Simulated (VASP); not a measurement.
OSZICAR of a VASP run on WSi₂ (space group I4/mmm):

**OSZICAR**
```
       N       E                     dE             d eps       ncg     rms          rms(c)
DAV:   1     0.883247646621E+02    0.88325E+02   -0.81550E+03  7390   0.998E+02
DAV:   2    -0.230577651082E+02   -0.11138E+03   -0.11000E+03  8678   0.277E+02
DAV:   3    -0.256691326324E+02   -0.26114E+01   -0.25436E+01  9623   0.401E+01
DAV:   4    -0.256880677858E+02   -0.18935E-01   -0.18909E-01  8566   0.380E+00
DAV:   5    -0.256882884197E+02   -0.22063E-03   -0.22063E-03  9686   0.391E-01    0.234E+01
DAV:   6    -0.248892009377E+02    0.79909E+00   -0.52612E+00  8825   0.164E+01    0.760E+00
DAV:   7    -0.248045634732E+02    0.84637E-01   -0.39330E-01  8328   0.357E+00    0.444E+00
DAV:   8    -0.247796275357E+02    0.24936E-01   -0.57283E-02  9427   0.207E+00    0.311E-01
DAV:   9    -0.247792297887E+02    0.39775E-03   -0.15167E-03  8825   0.300E-01    0.186E-01
DAV:  10    -0.247791520167E+02    0.77772E-04   -0.36281E-04  9042   0.184E-01    0.351E-02
DAV:  11    -0.247791441975E+02    0.78191E-05   -0.42820E-05  9021   0.518E-02    0.145E-02
DAV:  12    -0.247791441574E+02    0.40091E-07   -0.17910E-06  6295   0.916E-03
   1 F= -.24779144E+02 E0= -.24779031E+02  d E =-.226586E-03
```

Problem. Which electronic solver shows in the log?

Solution. It is blocked Davidson (ALGO = Normal, or the opening steps of other solvers). The INCAR had ALGO = Normal.

Problem. Can the final energy be trusted as converged?

Solution. The calculation finished and met its thresholds. It stopped with EDIFF = 1E-6, NELM = 100 (PBE GGA, plane waves, VASP's PBE PAW potentials (set 64)).

The structure is a typed WSi2 crystal. The cell was not relaxed at this level.
